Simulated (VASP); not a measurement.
# Al2O3 (Corundum): accuracy against cost in the smearing and k-mesh, part 4 of 4

A convergence test on Al2O3 (Corundum): the smearing and k-mesh. The series runs use r2SCAN. The start is a cell from a database of measured crystal structures.

VASP 6.6.1; r2SCAN; plane waves and PAW (Al, O).

So far. Step 17 (K-mesh: 5 5 5): Against the run before the energy moves by -0.02 meV an atom while the pressure stays within 0.01 GPa, after 14 cycles in 46 s.

## 18. K-mesh: 7 7 7

File INCAR:

```
SYSTEM = Al2O3
PREC = Accurate
ENCUT = 520
EDIFF = 1E-06
NELM = 100
ISMEAR = -1
SIGMA = 0.05
LREAL = .FALSE.
ALGO = Normal
METAGGA = R2SCAN
LASPH = .TRUE.
NBANDS = 34
LORBIT = 11
LWAVE = .FALSE.
LCHARG = .FALSE.
KPAR = 8
ISIF = 2
```

File POSCAR:

```
Al2O3
1.0
    2.3802500000      1.3742379782      4.3318666667
   -2.3802500000      1.3742379782      4.3318666667
    0.0000000000     -2.7484759565      4.3318666667
Al O
4 6
Direct
    0.3521600000      0.3521600000      0.3521600000
    0.1478400000      0.1478400000      0.1478400000
    0.6478400000      0.6478400000      0.6478400000
    0.8521600000      0.8521600000      0.8521600000
    0.5566800000      0.9433200000      0.2500000000
    0.2500000000      0.5566800000      0.9433200000
    0.9433200000      0.2500000000      0.5566800000
    0.4433200000      0.0566800000      0.7500000000
    0.7500000000      0.4433200000      0.0566800000
    0.0566800000      0.7500000000      0.4433200000
```

File KPOINTS:

```
Automatic mesh
0
Gamma
7 7 7
0 0 0
```

Potentials, in the order of the species: Al and O (PBE family, release 64).

Started as:

```
mpirun -np 8 vasp_std
```

The program printed:

```text
[... set-up lines as in an earlier step ...]
 entering main loop
       N       E                     dE             d eps       ncg     rms          rms(c)
DAV:   1     0.202298976168E+03    0.20230E+03   -0.26439E+04  3000   0.139E+03
DAV:   2    -0.104806387531E+03   -0.30711E+03   -0.29850E+03  3838   0.301E+02
DAV:   3    -0.117667519746E+03   -0.12861E+02   -0.12817E+02  3840   0.629E+01
DAV:   4    -0.117766515185E+03   -0.98995E-01   -0.98946E-01  3680   0.637E+00
[...]
DAV:  12    -0.962685014234E+02    0.12968E-04   -0.12321E-05  3610   0.192E-02    0.918E-03
DAV:  13    -0.962684994251E+02    0.19983E-05   -0.15720E-06  2502   0.793E-03    0.325E-03
DAV:  14    -0.962685001702E+02   -0.74515E-06   -0.92688E-07  1866   0.532E-03
   1 F= -.96268500E+02 E0= -.96268500E+02  d E =-.829295E-10
```

The job ended after 74 s (8 MPI ranks of Intel Xeon Platinum 8259CL at 2.50GHz (Skylake/Cascade Lake), shared host; peak memory 2.5 GiB).

Parts of OUTCAR (step 18):

```text
  Total       -0.3430886     -0.3430886     -0.4178380     -0.0000000      0.0000000     -0.0000000
  in kB       -6.4655582     -6.4655582     -7.8742216     -0.0000000      0.0000000     -0.0000000
  external PRESSURE =      -6.9351127 kB  Pullay stress =       0.0000000 kB

 POSITION                                       TOTAL-FORCE (eV/Angst)
 -----------------------------------------------------------------------------------
      0.00000     -0.00000      4.57653        -0.000000      0.000000     -0.079727
      0.00000     -0.00000      1.92127        -0.000000     -0.000000      0.079727
      0.00000     -0.00000      8.41907        -0.000000     -0.000000      0.079727
      0.00000     -0.00000     11.07433        -0.000000      0.000000     -0.079727
     -0.92030      1.37424      7.58077        -0.057853      0.000000      0.000000
     -0.72998     -1.48412      7.58077         0.028927     -0.050102      0.000000
      1.65027      0.10988      7.58077         0.028927      0.050102      0.000000
      0.92030     -1.37424      5.41483         0.057853      0.000000      0.000000
      0.72998      1.48412      5.41483        -0.028927      0.050102      0.000000
     -1.65027     -0.10988      5.41483        -0.028927     -0.050102      0.000000
 -----------------------------------------------------------------------------------
    total drift:                               -0.000000      0.000000     -0.000000

  FREE ENERGIE OF THE ION-ELECTRON SYSTEM (eV)
  ---------------------------------------------------
  free  energy   TOTEN  =       -96.2685001702 eV

  energy  without entropy=      -96.2685001701  energy(sigma->0) =      -96.26850017

[... 1 part as in an earlier step ...]

[... 2 further parts left out ...]
[key lines of the parts left out:]
E-fermi :   6.7893
```

Against the run before the energy moves by +0.01 meV an atom while the pressure stays within 0.01 GPa, after 14 cycles in 74 s.

## 19. K-mesh: 8 8 8

INCAR is that of step 18.

POSCAR is that of step 18.

File KPOINTS:

```
Automatic mesh
0
Gamma
8 8 8
0 0 0
```

Started as:

```
mpirun -np 8 vasp_std
```

The program printed:

```text
[... set-up lines as in an earlier step ...]
 entering main loop
       N       E                     dE             d eps       ncg     rms          rms(c)
DAV:   1     0.208052336442E+03    0.20805E+03   -0.26229E+04  4420   0.139E+03
DAV:   2    -0.104464382673E+03   -0.31252E+03   -0.30192E+03  5674   0.304E+02
DAV:   3    -0.117665215639E+03   -0.13201E+02   -0.13154E+02  5676   0.640E+01
DAV:   4    -0.117766542973E+03   -0.10133E+00   -0.10128E+00  5392   0.647E+00
[...]
DAV:  12    -0.962685596984E+02    0.13607E-04   -0.15057E-05  5322   0.212E-02    0.937E-03
DAV:  13    -0.962685576088E+02    0.20896E-05   -0.16485E-06  3648   0.816E-03    0.329E-03
DAV:  14    -0.962685584061E+02   -0.79732E-06   -0.10075E-06  2698   0.554E-03
   1 F= -.96268558E+02 E0= -.96268558E+02  d E =-.820807E-10
```

Wall time 1.8 min (8 MPI ranks); peak memory 2.8 GiB; 14 min of CPU time.

OUTCAR, selected parts (step 19):

```text
  Total       -0.3427826     -0.3427826     -0.4175854      0.0000000      0.0000000      0.0000000
  in kB       -6.4597923     -6.4597923     -7.8694616      0.0000000      0.0000000      0.0000000
  external PRESSURE =      -6.9296821 kB  Pullay stress =       0.0000000 kB

 POSITION                                       TOTAL-FORCE (eV/Angst)
 -----------------------------------------------------------------------------------
      0.00000     -0.00000      4.57653         0.000000      0.000000     -0.079727
      0.00000     -0.00000      1.92127         0.000000     -0.000000      0.079727
      0.00000     -0.00000      8.41907         0.000000     -0.000000      0.079727
      0.00000     -0.00000     11.07433         0.000000      0.000000     -0.079727
     -0.92030      1.37424      7.58077        -0.057858      0.000000      0.000000
     -0.72998     -1.48412      7.58077         0.028929     -0.050106      0.000000
      1.65027      0.10988      7.58077         0.028929      0.050106      0.000000
      0.92030     -1.37424      5.41483         0.057858      0.000000      0.000000
      0.72998      1.48412      5.41483        -0.028929      0.050106      0.000000
     -1.65027     -0.10988      5.41483        -0.028929     -0.050106      0.000000
 -----------------------------------------------------------------------------------
    total drift:                               -0.000000      0.000000     -0.000000

  FREE ENERGIE OF THE ION-ELECTRON SYSTEM (eV)
  ---------------------------------------------------
  free  energy   TOTEN  =       -96.2685584061 eV

  energy  without entropy=      -96.2685584060  energy(sigma->0) =      -96.26855841

[... 1 part as in an earlier step ...]

[... 2 further parts left out ...]
[key lines of the parts left out:]
E-fermi :   6.7893
```

Against the run before the energy moves by -0.01 meV an atom while the pressure stays within 0.01 GPa, after 14 cycles in 1.8 min.

## 20. K-mesh: 10 10 10

INCAR is that of step 19.

POSCAR is that of step 19.

File KPOINTS:

```
Automatic mesh
0
Gamma
10 10 10
0 0 0
```

Started as:

```
mpirun -np 8 vasp_std
```

The program printed:

```text
[... set-up lines as in an earlier step ...]
 entering main loop
       N       E                     dE             d eps       ncg     rms          rms(c)
DAV:   1     0.205475685981E+03    0.20548E+03   -0.26334E+04  7888   0.139E+03
DAV:   2    -0.104519662343E+03   -0.31000E+03   -0.29987E+03 10074   0.301E+02
DAV:   3    -0.117664761663E+03   -0.13145E+02   -0.13100E+02 10160   0.636E+01
DAV:   4    -0.117766543243E+03   -0.10178E+00   -0.10173E+00  9744   0.646E+00
[...]
DAV:  12    -0.962685539366E+02    0.13297E-04   -0.13753E-05  9722   0.202E-02    0.923E-03
DAV:  13    -0.962685519148E+02    0.20217E-05   -0.15921E-06  6262   0.801E-03    0.324E-03
DAV:  14    -0.962685526795E+02   -0.76467E-06   -0.96736E-07  4860   0.543E-03
   1 F= -.96268553E+02 E0= -.96268553E+02  d E =-.478179E-10
```

Run time: 3 min. Hardware: 8 MPI ranks; peak memory 3.3 GiB; 24 min of CPU time.

OUTCAR, selected parts (step 20):

```text
  Total       -0.3428863     -0.3428863     -0.4176001      0.0000000      0.0000000      0.0000000
  in kB       -6.4617455     -6.4617455     -7.8697382      0.0000000      0.0000000      0.0000000
  external PRESSURE =      -6.9310764 kB  Pullay stress =       0.0000000 kB

 POSITION                                       TOTAL-FORCE (eV/Angst)
 -----------------------------------------------------------------------------------
      0.00000     -0.00000      4.57653         0.000000      0.000000     -0.079727
      0.00000     -0.00000      1.92127         0.000000     -0.000000      0.079727
      0.00000     -0.00000      8.41907         0.000000     -0.000000      0.079727
      0.00000     -0.00000     11.07433         0.000000      0.000000     -0.079727
     -0.92030      1.37424      7.58077        -0.057847     -0.000000     -0.000000
     -0.72998     -1.48412      7.58077         0.028923     -0.050097     -0.000000
      1.65027      0.10988      7.58077         0.028923      0.050097     -0.000000
      0.92030     -1.37424      5.41483         0.057847     -0.000000     -0.000000
      0.72998      1.48412      5.41483        -0.028923      0.050097     -0.000000
     -1.65027     -0.10988      5.41483        -0.028923     -0.050097     -0.000000
 -----------------------------------------------------------------------------------
    total drift:                               -0.000000      0.000000     -0.000000

  FREE ENERGIE OF THE ION-ELECTRON SYSTEM (eV)
  ---------------------------------------------------
  free  energy   TOTEN  =       -96.2685526795 eV

  energy  without entropy=      -96.2685526795  energy(sigma->0) =      -96.26855268

[... 1 part as in an earlier step ...]

[... 2 further parts left out ...]
[key lines of the parts left out:]
E-fermi :   6.8170
```

Against the run before the energy stays within 0.01 meV an atom and the pressure within 0.01 GPa, after 14 cycles in 3 min.

## 21. The k-mesh series as a table

This step: convergence of r2SCAN results with the mesh; plane waves and PAW (VASP 6.6.1).

This step runs nothing: it gathers the runs above.

Differences are taken from the run with 10 10 10. Results of the series, by row:

| setting | status | energy less the reference (meV/atom) | pressure (GPa) | largest force difference (meV/Å) | gap (eV) | SCF cycles | wall time (s) |
| --- | --- | --- | --- | --- | --- | --- | --- |
| 2 2 2 | converged | 4.804 | -0.7696 | 28.43 | 7.129 | 14 | 13.2 |
| 3 3 3 | converged | 0.174 | -0.7 | 0.623 | 7.132 | 14 | 17.8 |
| 4 4 4 | converged | 0.01588 | -0.6937 | 0.076 | 7.132 | 14 | 38 |
| 5 5 5 | converged | -0.002856 | -0.6928 | 0.031 | 7.132 | 14 | 46 |
| 7 7 7 | converged | 0.005251 | -0.6935 | 0.006 | 7.132 | 14 | 74 |
| 8 8 8 | converged | -5.73e-4 | -0.693 | 0.011 | 7.132 | 14 | 107 |
| 10 10 10 | converged | 0 | -0.6931 | 0 | 7.132 | 14 | 180 |

## 22. Outcome

```yaml
spread_of_the_pressure_over_the_smearing: 0.108 GPa
spread_of_the_energy_over_the_smearing: 1.10 meV/atom
k_mesh_from_which_the_energy_stays_within_10_mev_atom_of_the_reference: 2 2 2
k_mesh_from_which_the_energy_stays_within_1_mev_atom_of_the_reference: 3 3 3
k_mesh_from_which_the_pressure_stays_within_0p2_gpa_of_the_reference: 2 2 2
spread_of_the_pressure_over_the_k_mesh: 0.0768 GPa
spread_of_the_energy_over_the_k_mesh: 4.81 meV/atom
```

In words: The usual rule keeps the entropy term T·S under 1 meV an atom, which holds up to a width of 0.5 eV for Gaussian and 0.2 eV for second-order Methfessel-Paxton. Farthest in energy from the narrowest smearing lies ISMEAR = 2, SIGMA = 0.5 (+1.1 meV an atom, -0.11 GPa, 11.5 meV/Å in forces). Methfessel-Paxton smearing is made for metals and can give negative occupations at band edges. From 3 3 3 on, the energy stays within 1 meV an atom of the reference, at 9.9 % of its time. The pressure holds within 0.2 GPa from 2 2 2 on. Differences are taken from the run with 10 10 10, which is itself not the exact limit.

[Lines on the potential files, build, host, timing and source positions are cut from VASP's logs without a mark.]

[Logs are printed without paths, hosts, clocks, repeated set-up lines and the standing remarks that a program may print on its own settings, such as how far it seeks lower states.]

[Hosts, paths, dates, database ids (printed as entryN), source tags and the programs' standing remarks are cut or masked in the printed files.]

[A measured line is paired with the nearest computed mode of its activity, which favours agreement.]
